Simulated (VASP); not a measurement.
```
CELL_PARAMETERS angstrom
      1.94310    -3.36555     0.00000
      1.94310     3.36555     0.00000
      0.00000     0.00000     6.26280
ATOMIC_POSITIONS crystal
  Sn 0.00000 0.00000 0.00000
  Se 0.33333 0.66667 0.25000
  Se 0.66667 0.33333 0.75000
```

Level of theory: PBE GGA, VASP's PBE PAW potentials (set 64) (plane waves; VASP). Run with 400 eV cut-off, 10×10×5 Γ-centred mesh, Gaussian smearing of 0.050 eV, potentials Sn_d Se.

Problem. Give the force on each atom (eV/Å).

Solution. 
```csv
atom,Fx,Fy,Fz
Sn1,0.000,0.000,0.000
Se2,0.000,0.000,0.190
Se3,0.000,0.000,-0.190
```

Problem. Give the stress tensor in GPa (positive for a compressed cell).

Solution. 
```
0.60  0.00  0.00
0.00  0.60  0.00
0.00  0.00  1.99
```
The pressure is its mean diagonal, 1.06 GPa.

The compound is SnSe2 in the 1T layered structure. The cell was not relaxed at this level. The run is one of a series of settings (KPOINTS 10×10×5 Γ-centred mesh against the base run), some of them coarse on purpose.
